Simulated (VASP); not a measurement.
These are PBE GGA, VASP's PBE PAW potentials (set 64) (plane waves; VASP) values and carry that method's errors.

A VASP calculation is set up with these files.

File POSCAR:
```
ZnS
1
    1.9128801968    -3.3132056466     0.0000000000
    1.9128801968     3.3132056466     0.0000000000
    0.0000000000     0.0000000000     6.2991473199
Zn S
2 2
Direct
  0.6666670000   0.3333330000   0.5001177716
  0.3333330000   0.6666670000   0.0001177716
  0.6666670000   0.3333330000   0.8748822284
  0.3333330000   0.6666670000   0.3748822284
```

KPOINTS:
```
Automatic mesh
0
Gamma
6 6 4
0 0 0
```

**INCAR**
```
! general
SYSTEM =ZnS
PREC   =Accurate
ENCUT  =480
LREAL  =.FALSE.
LASPH  =.TRUE.

! electronic loop
EDIFF  =1E-7
NELM   =100
ALGO   =Normal
LMAXMIX=4

! smearing
ISMEAR =0
SIGMA  =0.05

! functional
GGA    =PE

! ions
IBRION =2
NSW    =30
ISIF   =2
EDIFFG =-0.01

! output
LWAVE  =.FALSE.
LCHARG =.FALSE.
```

POTCAR, in this order: Zn S (PBE.64 set). Program: vasp_std.

Q: Estimate the energy per atom (σ→0), band gap (on the k-mesh).

A: 
```
Item                              Result
------------------------  --------------
energy per atom (σ→0)     -3.422 eV/atom
band gap (on the k-mesh)         2.12 eV
```

### OSZICAR
```
...
       N       E                     dE             d eps       ncg     rms          rms(c)
DAV:   1    -0.136865044278E+02    0.73712E-05   -0.34069E-02   954   0.129E+00    0.683E-02
DAV:   2    -0.136865707300E+02   -0.66302E-04   -0.70087E-04  1094   0.189E-01    0.201E-02
DAV:   3    -0.136865690680E+02    0.16619E-05   -0.92981E-06  1068   0.238E-02    0.155E-02
DAV:   4    -0.136865681827E+02    0.88538E-06   -0.56741E-06  1044   0.141E-02    0.439E-03
DAV:   5    -0.136865682816E+02   -0.98925E-07   -0.12396E-06  1008   0.812E-03    0.318E-03
DAV:   6    -0.136865682861E+02   -0.45202E-08   -0.63900E-08   606   0.215E-03
   3 F= -.13686568E+02 E0= -.13686568E+02  d E =-.246783E-03
```

The compound is ZnS in the wurtzite structure, the high-temperature form. This cell was strained or had an atom moved on purpose. Symmetry was kept, so distortions that lower it aren't found.
